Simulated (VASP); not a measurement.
Here is the system:

```xyz
6
Lattice="4.3170 0.0000 0.0000 0.0000 4.3170 0.0000 0.0000 0.0000 4.3170" Properties=species:S:1:pos:R:3 pbc="T T T"
Cu     3.2377     1.0792     3.2377
Cu     1.0792     3.2377     3.2377
Cu     3.2377     3.2377     1.0792
Cu     1.0792     1.0792     1.0792
O      0.0000     0.0000     0.0000
O      2.1585     2.1585     2.1585
```

These are PBEsol GGA, VASP's PBE PAW potentials (set 64) (plane waves; VASP) values and carry that method's errors. Settings: 520 eV cut-off, 5×5×5 Γ-centred mesh, Gaussian smearing of 0.050 eV, potentials Cu O.

### Question
Give the stress tensor in GPa (positive for a compressed cell).

### Answer

```
-6.73   0.00   0.00
 0.00  -6.73   0.00
 0.00   0.00  -6.73
```
The pressure is its mean diagonal, -6.73 GPa.

The compound is Cu2O in the cuprite structure. This cell is one point of a volume scan, at 1.06 of the reference volume.
